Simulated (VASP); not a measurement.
A run of VASP 6.6.1 is set up as follows.

File INCAR:

```
SYSTEM = CaPb2F
ALGO = Normal
EDIFF = 1E-6
EDIFFG = -0.02
ENCUT = 520
GGA = RP
IBRION = 2
ISIF = 2
ISMEAR = 0
LASPH = .TRUE.
LCHARG = .FALSE.
LREAL = .FALSE.
LWAVE = .FALSE.
NELM = 80
NSW = 40
PREC = Accurate
SIGMA = 0.05
```

File KPOINTS:

```
k-points
0
G
  6 6 5
  0 0 0
```

File POSCAR:

```
CaPb2F
1.0
    4.2320600000      0.0000000000      0.0000000000
    0.0000000000      4.2320600000      0.0000000000
    0.0000000000      0.0000000000      6.1433600000
Ca Pb F
1 2 1
Direct
    0.0000000000      0.0000000000      0.0000000000
    0.0000000000      0.5000000000      0.5000000000
    0.5000000000      0.0000000000      0.5000000000
    0.5000000000      0.5000000000      0.0000000000
```

Potentials or basis: VASP PAW PBE potentials, release 64 (Ca_sv, Pb_d, F).

Launch:

```console
$ cat potpaw_PBE.64/Ca_sv/POTCAR potpaw_PBE.64/Pb_d/POTCAR potpaw_PBE.64/F/POTCAR > POTCAR
$ mpirun -np 1 vasp_std > vasp.out
```

**Question.** Estimate the band gap on the k mesh.

**Answer.** None (metal or under the smearing width).

Stress tensor (GPa, compression positive):
```
1.72 0.00 0.00
0.00 1.72 0.00
0.00 0.00 1.56
```

Caveat: the relaxation stopped at its first step, so nothing moved; the PAW data sets were made with another functional, which shifts forces and pressure a little; an odd number of electrons without spin polarisation forces a metal; a magnetic or distorted state may lie lower. Spin-orbit coupling is left out, which matters for the levels of Pb.
